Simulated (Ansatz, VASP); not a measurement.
## SbP in two plane-wave programs

Wanted: the spread between two codes on one cell, functional and k mesh. The cell is generated by rule, not measured, and may not be a known phase. The cell is taken from a series of runs on this material, whose earlier steps may have relaxed, scaled, displaced or heated it; both programs get it as it stands.

Calculated with Ansatz 0.2.0; plane waves, with VASP 6.6.1 beside it; single point at PBEsol.

The structure was built from a prototype and need not be the compound's stable phase.

**1. Set-up**

Symmetry: Imm2, No. 44, orthorhombic system. Conventional cell: a = 3.929 Å, b = 5.557 Å, c = 3.929 Å, α = 90.00°, β = 90.00°, γ = 90.00°. Sb has 4 P at 2.51 to 2.81 Å nearest. Nearest to P lie 4 Sb at 2.51 to 2.81 Å. Farther neighbours are not listed.

**2. VASP: single point, PBEsol**

A single point gives forces, pressure and levels at one fixed geometry, so differences don't come from the geometry; what else differs is listed under the comparison.

Lines of VASP's logs that name or quote its potential files are left out, and so is its time.

Input file INCAR:

```
SYSTEM = SbP
PREC = Accurate
ENCUT = 500
EDIFF = 1E-06
NELM = 120
ISMEAR = 1
SIGMA = 0.15
LREAL = .FALSE.
ALGO = Normal
GGA = PS
NBANDS = 11
LORBIT = 11
LWAVE = .FALSE.
LCHARG = .FALSE.
ISIF = 2
LASPH = .TRUE.
GGA_COMPAT = .FALSE.
```

Input file POSCAR:

```
SbP
1.0
    0.0000000000      2.7784949752      2.7784949752
    2.7784949752      0.0000000000      2.7784949752
    2.7784949752      2.7784949752      0.0000000000
Sb P
1 1
Direct
    0.9792835812      0.0000000000      0.0000000000
    0.5814376747      0.5000000000      0.5000000000
```

Input file KPOINTS:

```
Automatic mesh
0
Gamma
12 12 12
0 0 0
```

The projector-augmented-wave data sets are Sb and P (PBE family, release 64).

Started as:

```
mpirun -np 1 vasp_std
```

Numbers of over 12 decimals in the logs are rounded to 6 here.

Output:

```text
[banner, memory and clock lines left out]
running    1 mpi-ranks, on    1 nodes
 distrk:  each k-point on    1 cores,    1 groups
 distr:  one band on    1 cores,    1 groups

 POSCAR found type information on POSCAR SbP
 POSCAR found :  2 types and       2 ions
|                                                                             |
|               ----> ADVICE to this user running VASP <----                  |
|                                                                             |
|     You enforced a specific xc type in the INCAR file but a different       |
|     [... a line on the potential file left out ...]
|     I HOPE YOU KNOW WHAT YOU ARE DOING!                                     |
|                                                                             |

 LDA part: xc-table for (Slater+PW92), standard interpolation
 POSCAR, INCAR and KPOINTS ok, starting setup
 FFT: planning ... GRIDC
 FFT: planning ... GRID_SOFT
 FFT: planning ... GRID
 WAVECAR not read
 entering main loop
       N       E                     dE             d eps       ncg     rms          rms(c)
DAV:   1     0.261923950140E+02    0.26192E+02   -0.37779E+03  6168   0.697E+02
DAV:   2    -0.872442091345E+01   -0.34917E+02   -0.33756E+02  8277   0.117E+02
DAV:   3    -0.102531946044E+02   -0.15288E+01   -0.15215E+01  7577   0.252E+01
DAV:   4    -0.102656353293E+02   -0.12441E-01   -0.12438E-01  7338   0.268E+00
DAV:   5    -0.102657509884E+02   -0.11566E-03   -0.11566E-03  7485   0.267E-01    0.479E+00
DAV:   6    -0.101242429927E+02    0.14151E+00   -0.43878E-01  6946   0.255E+00    0.295E+00
DAV:   7    -0.101127056173E+02    0.11537E-01   -0.68454E-02  7404   0.125E+00    0.115E+00
DAV:   8    -0.101101762412E+02    0.25294E-02   -0.75996E-03  6847   0.433E-01    0.157E-01
DAV:   9    -0.101100915831E+02    0.84658E-04   -0.89575E-04  6970   0.169E-01    0.502E-02
DAV:  10    -0.101100972925E+02   -0.57094E-05   -0.48805E-05  7438   0.448E-02    0.213E-02
DAV:  11    -0.101100981114E+02   -0.81892E-06   -0.12783E-05  7126   0.179E-02    0.546E-03
DAV:  12    -0.101100980040E+02    0.10743E-06   -0.85564E-07  3911   0.585E-03
   1 F= -.10110098E+02 E0= -.10110152E+02  d E =0.163091E-03
```

From OUTCAR (step 2):

```text
ion  position               nearest neighbor table
   1  0.979  0.000  0.000-   2 2.51   2 2.51   2 2.81   2 2.81   2 3.08   2 3.08
   2  0.581  0.500  0.500-   1 2.51   1 2.51   1 2.81   1 2.81   1 3.08   1 3.08

  LATTYP: Found a face centered cubic cell.
 ALAT       =     5.5569899504

 Subroutine GETGRP returns: Found  4 space group operations
 (whereof  4 operations were pure point group operations)

The static configuration has the point symmetry C_2v.

 Found    280 irreducible k-points:

   k-points           NKPTS =    280   k-points in BZ     NKDIM =    280   number of bands    NBANDS=     11

   dimension x,y,z NGX =    30 NGY =   30 NGZ =   30
   dimension x,y,z NGXF=    60 NGYF=   60 NGZF=   60

   ENCUT  =  500.0 eV  36.75 Ry    6.06 a.u.   7.16  7.16  7.16*2*pi/ulx,y,z

   NELECT =      10.0000    total number of electrons

 k-points in reciprocal lattice and weights: Automatic mesh
   0.00000000  0.00000000  0.00000000       0.001
   0.08333333  0.00000000  0.00000000       0.002
   0.00000000  0.08333333  0.00000000       0.002
   0.16666667  0.00000000  0.00000000       0.002
   0.00000000  0.16666667  0.00000000       0.002
   0.25000000  0.00000000  0.00000000       0.002
   0.00000000  0.25000000  0.00000000       0.002
   0.33333333  0.00000000  0.00000000       0.002
   0.00000000  0.33333333  0.00000000       0.002
[...]
-0.25000000  0.50000000  0.25000000       0.002
   0.50000000  0.25000000 -0.25000000       0.001

 average (electrostatic) potential at core
       1 -84.4621       2 -80.5042

 E-fermi :   8.4675

 k-point     1 :       0.0000    0.0000    0.0000
  band No.  band energies     occupation
      1      -6.0336      2.00000
      2       4.8295      2.00000
      3       5.7173      2.00000
      4       6.4768      2.00000
      5       6.5672      2.00000
      6      11.0066     -0.00000
      7      11.0669     -0.00000
      8      12.7091      0.00000
      9      13.1944      0.00000
     10      14.7469      0.00000
    ...

 k-point     2 :       0.0833    0.0000    0.0000
  band No.  band energies     occupation
      1      -5.9448      2.00000
      2       4.1263      2.00000
      3       5.7081      2.00000
      4       6.5308      2.00000
      5       6.9716      2.00000
      6      10.7973     -0.00000
      7      11.0486     -0.00000
      8      12.2300      0.00000
      9      13.3836      0.00000
     10      14.2144      0.00000
    ...

 k-point     3 :       0.0000    0.0833    0.0000
  band No.  band energies     occupation
      1      -5.9393      2.00000
      2       3.9357      2.00000
      3       6.0871      2.00000
      4       6.4487      2.00000
      5       6.8434      2.00000
      6      10.8422     -0.00000
      7      11.1629     -0.00000
      8      12.3437      0.00000
      9      13.1819      0.00000
     10      14.1592      0.00000
    ...

  Total        0.6972530      1.9246465      1.9246465      0.0000000      0.3251042      0.0000000
  in kB       26.0400702     71.8791145     71.8791145      0.0000000     12.1415551      0.0000000
  external PRESSURE =      56.5994330 kB  Pullay stress =       0.0000000 kB

  energy-cutoff  :      500.00
  volume of cell :       42.90
      direct lattice vectors                 reciprocal lattice vectors
     0.000000000  2.778494975  2.778494975    -0.179953538  0.179953538  0.179953538
     2.778494975  0.000000000  2.778494975     0.179953538 -0.179953538  0.179953538
     2.778494975  2.778494975  0.000000000     0.179953538  0.179953538 -0.179953538

 POSITION                                       TOTAL-FORCE (eV/Angst)
 -----------------------------------------------------------------------------------
      0.00000      2.72093      2.72093         0.000000      0.791677      0.791677
      2.77849      3.00477      3.00477         0.000000     -0.791677     -0.791677
 -----------------------------------------------------------------------------------
    total drift:                               -0.000000      0.000324      0.000324

  FREE ENERGIE OF THE ION-ELECTRON SYSTEM (eV)
  ---------------------------------------------------
  free  energy   TOTEN  =       -10.1100980040 eV

  energy  without entropy=      -10.1102610947  energy(sigma->0) =      -10.11015237

 total charge
# of ion       s       p       d       tot
------------------------------------------
    1        1.223   1.126   0.067   2.416
    2        1.089   1.368   0.000   2.457
--------------------------------------------------
tot          2.313   2.493   0.067   4.873

[... 3 further parts left out ...]
```

The run ends at a pressure of 5.66 GPa, with forces up to 1.1 eV/Å.

**3. Ansatz: single point, PBEsol**

Ansatz runs on norm-conserving files, of PseudoDojo where its log says so.

The same cell, functional, mesh and smearing now go to Ansatz, which takes its cutoff from its data sets.

Input file input.yaml:

```yaml
crystal:
  lattice:
    - [0.0, 2.7784949752, 2.7784949752]
    - [2.7784949752, 0.0, 2.7784949752]
    - [2.7784949752, 2.7784949752, 0.0]
  atoms:
    - { symbol: Sb, position: [-0.0207164188, 0.0, 0.0] }
    - { symbol: P, position: [0.5814376747, 0.5, 0.5] }
kpoints:
  mp_grid: { grid: [12, 12, 12] }
hamiltonian:
  xc: pbesol
  pseudopotentials: { kind: nc }
scf:
  occupations: { method: methfessel_paxton, width: 0.15 }
output:
  forces: true
  stress: true
  eigenvalues: true
```

Started as:

```
ansatz run input.yaml --threads 4 --pin off --max-ram 7168MiB --backend cpu --events-out ev --progress --plain --runs-dir out
```

Output:

```text
Engine: ansatz 0.2.0, aarch64-unknown-linux-gnu
Pseudopotentials: kind: nc
Pseudopotential: Sb, nc, valence charge 15, recommended cutoff 1088.45545 eV (normal), Sb.nc.azcp (PseudoDojo's, or run here from an input of PseudoDojo's: the run reads no file of this project's for it)
Pseudopotential: P, nc, valence charge 5, recommended cutoff 598.650497 eV (normal), P.nc.azcp (PseudoDojo's, or run here from an input of PseudoDojo's: the run reads no file of this project's for it)
Functional definition: PBEsol
  exchange = pbesol_x
  correlation = pbesol_c
Crystal: 2 atoms, lattice volume = 42.900 Å³
Basis set: ecut = 1088.45545 eV, 3479 PW (Γ), exchange–correlation on 90×90×90 points (8 copies of the dense FFT grid, shifted against one another)
Bands: 14, of which v1, the nominal top of the filled ones, is band 10 counted from 1 (9 counted from 0)
Symmetry: 4 space group operations
Space group: Imm2 (ITA 44), of the structure as read, at distance tolerance 3.5e-5 Å
k-points: 280 of 1728 (time reversal used)
Non-local potential: Sb, projectors of the file, l = 0: 2, l = 1: 2, l = 2: 2, l = 3: 2
Non-local potential: P, projectors of the file, l = 0: 2, l = 1: 2, l = 2: 2
Initial density: superposition of atomic densities (chi_scale 0.1, normalization cell, long waves kept (reshape's long-wave potential 0.00 eV rms))
Initial wavefunctions: pseudopotential atomic-orbital guess
Functional: x = pbesol(κ = 0.804, μ = 0.123457), c = pbesol(β = 0.046)
SCF iter   1: F=—  HF=-2658.024359 eV  |F-HF|=—  |Δ(HF+E_count)|=         —  Δρ=2.86e-2  dr2=4.66e-1  ethr=3.10e-3  ⟨swp⟩=6.3  Hψ=24620  notcnv=0
preconditioner: auto → Kerker (q_TF=auto, 2.402 Å⁻¹)  [metal: Δε(μ)=0.086 eV  Ē_g=9.906 eV  σ=0.150 eV  W_gap=0.45  n_scr=14 (ndim 8)  ℏωp=17.9 eV  f_vac=0.000  D(μ)=0.13/eV (n_scr^D=0)]
SCF iter   2: F=—  HF=-2657.932832 eV  |F-HF|=—  |Δ(HF+E_count)|=   9.15e-2  S|Δr|=    0.00e0  Δρ=1.65e-2  dr2=1.34e-1  ethr=2.33e-3  ⟨swp⟩=1.0  Hψ=6162  notcnv=0
SCF iter   3: F=—  HF=-2657.901173 eV  |F-HF|=—  |Δ(HF+E_count)|=   3.17e-2  S|Δr|=    0.00e0  Δρ=2.78e-3  dr2=3.04e-3  ethr=6.71e-4  ⟨swp⟩=2.3  Hψ=5608  notcnv=0
SCF iter   4: F=—  HF=-2657.901720 eV  |F-HF|=—  |Δ(HF+E_count)|=   5.46e-4  S|Δr|=    0.00e0  Δρ=8.14e-4  dr2=2.84e-4  ethr=1.52e-5  ⟨swp⟩=2.6  Hψ=7094  notcnv=0
SCF iter   5: F=—  HF=-2657.901737 eV  |F-HF|=—  |Δ(HF+E_count)|=   1.75e-5  S|Δr|=    0.00e0  Δρ=2.79e-4  dr2=2.98e-5  ethr=1.42e-6  ⟨swp⟩=2.1  Hψ=5612  notcnv=0
SCF iter   6: F=—  HF=-2657.901772 eV  |F-HF|=—  |Δ(HF+E_count)|=   3.43e-5  S|Δr|=    0.00e0  Δρ=4.30e-5  dr2=7.01e-7  ethr=1.49e-7  ⟨swp⟩=2.2  Hψ=6432  notcnv=0
SCF iter   7: F=-2657.901772 eV  HF=-2657.901772 eV  |F-HF|=1.58e-8  |Δ(HF+E_count)|=   8.23e-8  S|Δr|=    0.00e0  Δρ=9.77e-6  dr2=2.64e-8  ethr=5.00e-10  ⟨swp⟩=7.6  Hψ=21420  notcnv=0
SCF 1 converged in 7 iterations: F = -2657.901772 eV  dr2 = 2.64e-8
SCF converged after 7 iterations
Stability not checked: this state was not tested for a lower state beside it, because cold or Methfessel-Paxton smearing, or corrected tetrahedra, fill the levels in a way that the test cannot read (fill_not_monotonic; see scf.lower_state_search)
Free energy (F): -2657.901772 eV
Harris-Foulkes:  -2657.901772 eV  (|F-HF|=1.58e-8)
Internal energy: -2657.901931 eV  (E = F + TS)
E sigma→0 (E₀):  -2657.901811 eV
Entropy (-TS):   0.000159 eV (0.079 meV/atom)
Fermi energy:    11.187072 eV
Step filling:    the computed levels leave a gap of 0.0353 eV = 0.2 smearing widths at the electron count; against every level under it full and every level over it empty, smearing changes F+E_penalty+E_count by +0.035 meV and its σ→0 estimate by -4.47e-3 meV
--- Per-component energies (eV) ---
  E_band       = -130.988986
  E_kinetic    = 1520.533675
  E_local      = -1159.533196  (includes V_loc(G=0)·N_el)
  E_nonlocal   = -1272.182424
  E_hartree    = 609.598629
  E_xc         = -667.808453
  E_vxc        = -438.999002  (∫ρ·V_xc dr)
  E_ewald      = -1688.510161
  E_smearing   = 0.000159  (= −TS)
  E_closure    = -0.000000  (closes the sum)
  Σ components = -2657.901772   (vs F -2657.901772, Δ=0.00e0)
--- Forces (eV/Å), atoms counted from 1 ---
  atom   1  Sb     0.00000000     0.74485585     0.74485585
  atom   2  P      0.00000000    -0.74487328    -0.74487328
  max |Σ_I F_I| component: 1.74e-5 eV/Å
--- Stress (GPa, compression-positive) ---
        2.375718       0.000000      -0.000000
        0.000000       6.746316       1.301447
       -0.000000       1.301447       6.746316
  P = ⅓ Tr σ = 5.2894 GPa (52.894 kbar)
--- Band table (eV; the first three rows and the last of 280) ---
  k-point 0: bands = [... 6 lower, 7.5235, 8.4573, 9.2092, 9.2966, 13.7461, 13.8119, 15.4181, 15.9551]
  k-point 1: bands = [... 6 lower, 6.6476, 8.8180, 9.1819, 9.5652, 13.5814, 13.9013, 15.0561, 15.9364]
  k-point 2: bands = [... 6 lower, 5.2897, 8.8843, 9.1165, 10.1413, 13.2379, 13.7917, 14.3120, 15.9167]
  k-point 279: bands = [... 6 lower, 1.3763, 5.2496, 5.2640, 11.0493, 11.9287, 16.0618, 16.0888, 18.8304]
```

In the SCF lines HF is the Harris–Foulkes energy and dr2 the Hartree energy of the density residual, in eV; the loop may stop once dr2 is under the threshold and the program's other checks hold. Hψ counts applications of the Hamiltonian.

The run ends at a pressure of 5.29 GPa, with forces up to 1.1 eV/Å.

**4. Comparison**

Known differences besides the potentials themselves: the data sets hold 20 valence electrons in Ansatz (on norm-conserving files, of PseudoDojo where its log says so) and 10 in VASP; the cutoff is 1088.46 eV in Ansatz and 500 eV in VASP. Total energies have different zeros and are not compared.

Both answers:

```csv
quantity,Ansatz,VASP,difference
pressure (GPa),5.29,5.66,-0.37
```

Forces (eV/Å; atoms numbered as in POSCAR):

```csv
atom,"Ansatz x, y, z","VASP x, y, z"
Sb1,"0.000, 0.745, 0.745","0.000, 0.792, 0.792"
P2,"0.000, -0.745, -0.745","0.000, -0.792, -0.792"
```

The forces differ by 38 meV/Å r.m.s., which is 5.9 % of the r.m.s. force of 0.646 eV/Å (both taken over all components).

**5. Further runs**

Further runs change the set-up of one program: Ansatz's method, potentials or start, or VASP's data sets, cutoff or form of LDA. The table gives Ansatz less VASP for each quantity, since a change that brings one quantity closer may part another.

```csv
run,r.m.s. force difference (meV/Å),pressure (GPa)
as above,38,-0.37
VASP with the data sets Sb_d_GW and P,3.8,-0.055
```

**6. Summary of results**

| Item | Value |
| --- | --- |
| r.m.s. force difference (single point, PBEsol) | 5.9 % of the r.m.s. force |

**Reading.** The r.m.s. force difference is 5.9 % of the r.m.s. force (single point, PBEsol), beyond the 3 % picked in this series as the mark of a large difference. The data sets hold unlike numbers of valence electrons (20 in Ansatz and 10 in VASP), so part of the differences comes from the potentials. Single point, PBEsol, VASP with the data sets Sb_d_GW and P: r.m.s. force difference goes from 38 to 3.8 meV/Å; the difference in pressure goes from -0.37 to -0.055 GPa. How closely two codes agree says nothing of how well the functional describes the real material.

[Lines on the potential files, build, host, timing and source positions are cut from VASP's logs without a mark.]

[Logs are printed without paths, hosts, clocks, repeated set-up lines and the standing remarks that a program may print on its own settings, such as how far it seeks lower states.]

[Hosts, paths, dates, database ids (printed as entryN), source tags and the programs' standing remarks are cut or masked in the printed files.]
